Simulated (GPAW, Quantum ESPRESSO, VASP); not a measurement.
**HfIn4SiO6: programs and potentials compared**

```
Hf In Si O
1.0
     5.69867    0.00381    0.01559
    -0.70506    6.10815   -0.00575
    -2.73718   -1.39557    6.63076
Hf In Si O
1 4 1 6
Cartesian
  0.2972 -0.0900 0.8831
  -0.4860 5.0863 4.8335
  2.9601 -0.6377 3.2997
  -0.4663 2.2403 3.5350
  2.4974 2.6606 1.3677
  2.2933 1.4988 5.6832
  0.7088 1.2617 5.2639
  3.2588 1.4387 4.3619
  5.4139 1.6003 0.0368
  2.4594 2.8937 6.5395
  -0.6297 -0.1526 2.6118
  2.1007 0.3624 1.4524
```

The cell comes from a database or a generator and needn't be the stable form of this composition.

Alike in all runs: task band structure; functional PBE; k mesh 5 × 5 × 4; occupations fermi-dirac, width 0.05 eV; no spin polarisation; no spin-orbit coupling. Pressure is positive in compression and, in plane waves, holds the error of the finite cutoff. Gaps are the smaller of the mesh's and the band path's.

```
                        program and potentials  plane-wave cutoff (eV)                                      notes  band gap (eV)  pressure (GPa)  largest force (eV/Å)
VASP, PBE PAW files Hf_pv, In_d, O, Si, 520 eV                     520   8.5 valence electrons an atom on average           0.88           -0.23                 0.171
    GPAW, GPAW PAW data sets (gpaw-data 1.2.1)                     800  8.67 valence electrons an atom on average           0.87            0.60                 0.377
     Quantum ESPRESSO, SSSP 1.3 efficiency PBE                     816  8.67 valence electrons an atom on average           0.88           -0.26                 0.148
```

Force on atom 10 (O), eV/Å:

| program and potentials | x | y | z |
| --- | --- | --- | --- |
| VASP, PBE PAW files Hf_pv, In_d, O, Si, 520 eV | 0.008 | 0.148 | 0.085 |
| GPAW, GPAW PAW data sets (gpaw-data 1.2.1) | 0.023 | 0.150 | 0.093 |
| Quantum ESPRESSO, SSSP 1.3 efficiency PBE | 0.007 | 0.129 | 0.073 |

The band gap spans 0.87 (GPAW, GPAW PAW data sets (gpaw-data 1.2.1)) to 0.88 eV (Quantum ESPRESSO, SSSP 1.3 efficiency PBE). The pressure spans -0.26 (Quantum ESPRESSO, SSSP 1.3 efficiency PBE) to 0.60 GPa (GPAW, GPAW PAW data sets (gpaw-data 1.2.1)). The paths' points differ, which is worth about 0.01 eV.

Differences between rows come from potentials, basis sets and numerical settings, since the functional is the same but for its coding. Runs on potential files found faulty are left out.
